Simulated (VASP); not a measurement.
A run of VASP 6.6.1:

Contents of INCAR:

```
PREC     = Accurate       # precision mode
ENCUT    = 520            # plane-wave cutoff, eV
EDIFF    = 1E-6           # SCF threshold, eV
ISMEAR   = -1             # smearing method
SIGMA    = 0.05           # smearing width, eV
LREAL    = False          # projectors in reciprocal space
LASPH    = True           # aspherical terms in the spheres
NELM     = 100            # most SCF steps
ALGO     = Normal         # electronic algorithm
ISIF     = 2              # what is computed and relaxed
LWAVE    = False          # write WAVECAR
LCHARG   = False          # write CHGCAR
```

KPOINTS

```
regular mesh
0
Gamma
  9 9 3
```

Contents of POSCAR:

```
BN
1.0
    2.5040000000      0.0000000000      0.0000000000
   -1.2520000000      2.1685276111      0.0000000000
    0.0000000000      0.0000000000      6.6610000000
B N
2 2
Direct
    0.3333333333      0.6666666667      0.2500000000
    0.6666666667      0.3333333333      0.7500000000
    0.6666666667      0.3333333333      0.2500000000
    0.3333333333      0.6666666667      0.7500000000
```

KPOINTS_OPT

```
explicit points
32
Reciprocal
 0.0000000000  0.0000000000  0.0000000000 1
 0.0208330000  0.0208330000  0.0000000000 1
 0.0416670000  0.0416670000  0.0000000000 1
 0.0625000000  0.0625000000  0.0000000000 1
 0.0833330000  0.0833330000  0.0000000000 1
 0.1041670000  0.1041670000  0.0000000000 1
 0.1250000000  0.1250000000  0.0000000000 1
 0.1458330000  0.1458330000  0.0000000000 1
 0.1666670000  0.1666670000  0.0000000000 1
 0.1875000000  0.1875000000  0.0000000000 1
 0.2083330000  0.2083330000  0.0000000000 1
 0.2291670000  0.2291670000  0.0000000000 1
 0.2500000000  0.2500000000  0.0000000000 1
 0.2708330000  0.2708330000  0.0000000000 1
 0.2916670000  0.2916670000  0.0000000000 1
 0.3125000000  0.3125000000  0.0000000000 1
 0.3333330000  0.3333330000  0.0000000000 1
 0.3600000000  0.3600000000  0.0000000000 1
 0.3880000000  0.3880000000  0.0000000000 1
 0.4160000000  0.4160000000  0.0000000000 1
 0.4440000000  0.4440000000  0.0000000000 1
 0.4720000000  0.4720000000  0.0000000000 1
 0.5000000000  0.5000000000  0.0000000000 1
 0.0000000000  0.0000000000  0.2500000000 1
 0.0000000000  0.0000000000  0.5000000000 1
 0.3333330000  0.3333330000  0.5000000000 1
 0.5000000000  0.5000000000  0.5000000000 1
 0.1000000000  0.0000000000  0.0000000000 1
 0.2000000000  0.0000000000  0.0000000000 1
 0.3000000000  0.0000000000  0.0000000000 1
 0.4000000000  0.0000000000  0.0000000000 1
 0.5000000000  0.0000000000  0.0000000000 1
```

Potentials or basis: VASP PAW LDA potentials, release 64 (B, N).

Run with:

```sh
$ cat potpaw_LDA.64/B/POTCAR potpaw_LDA.64/N/POTCAR > POTCAR
$ mpirun -np 1 vasp_std > vasp.out
```

Hardware: 1 thread of Intel(R) Xeon(R) 6975P-C (Granite Rapids), with other jobs on the host.

Q: Estimate the wall time of this run.

A: Wall time 10 s on 1 thread of Intel(R) Xeon(R) 6975P-C (Granite Rapids) (shared host), peak memory 0.14 GiB. Counts: scf iterations 29, k points 24.
